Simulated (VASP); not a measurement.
An input for Quantum ESPRESSO's pw.x (written as the equivalent of a VASP run, and not itself run):

```
&CONTROL
  calculation = 'vc-relax'
  pseudo_dir = './pseudo'
  outdir = './out'
  tprnfor = .true.
  tstress = .true.
  nstep = 60
  forc_conv_thr = 0.00039
/
&SYSTEM
  ibrav = 0
  nat = 2
  ntyp = 2
  ecutwfc = 84
  occupations = 'smearing'
  smearing = 'methfessel-paxton'
  degauss = 0.00735
  input_dft = 'pbe'
/
&ELECTRONS
  conv_thr = 7.3e-08
  electron_maxstep = 100
/
&IONS
/
&CELL
/
ATOMIC_SPECIES
  Pt 195.084 Pt.upf
  C 12.011 C.upf
CELL_PARAMETERS angstrom
     0.0000000    2.4479650    2.4479650
     2.4479650    0.0000000    2.4479650
     2.4479650    2.4479650    0.0000000
ATOMIC_POSITIONS crystal
  Pt   0.0000000  0.0000000  0.0000000
  C    0.2500000  0.2500000  0.2500000
K_POINTS automatic
  12 12 12 0 0 0
```

Task: Translate this input to VASP (INCAR, KPOINTS, POSCAR, choice of POTCAR).

Result: Several could match; the one computed here: 
**KPOINTS**
```
kpoints
0
Gamma
12 12 12
0 0 0
```

File POSCAR:
```
PtC
1
    0.0000000000     2.4479650000     2.4479650000
    2.4479650000     0.0000000000     2.4479650000
    2.4479650000     2.4479650000     0.0000000000
Pt C
1 1
Direct
  0.0000000000   0.0000000000   0.0000000000
  0.2500000000   0.2500000000   0.2500000000
```

INCAR:
```
SYSTEM=PtC
PREC=Accurate; ENCUT=520; LREAL=F
LASPH=T
EDIFF=1E-6; NELM=100; ALGO=Normal
LMAXMIX=6
ISMEAR=1; SIGMA=0.1
GGA=PE
IBRION=2; NSW=60; ISIF=3
EDIFFG=-0.01
LWAVE=F; LCHARG=F
```

POTCAR, in this order: Pt C (PBE.64 set). Program: vasp_std.

What does not carry over: the potentials are each code's own (VASP's PAW set, PseudoDojo norm-conserving files in pw.x), so ENCUT and ecutwfc are chosen apart and not converted; conv_thr bounds pw.x's estimated SCF error, while EDIFF bounds the energy change between steps; forc_conv_thr acts on force components and is met together with etot_conv_thr.

The structure was generated: PtC was put into the zinc blende type (F-43m), which need not be its known phase. This run relaxes it. Symmetry was kept, so distortions that lower it aren't found.
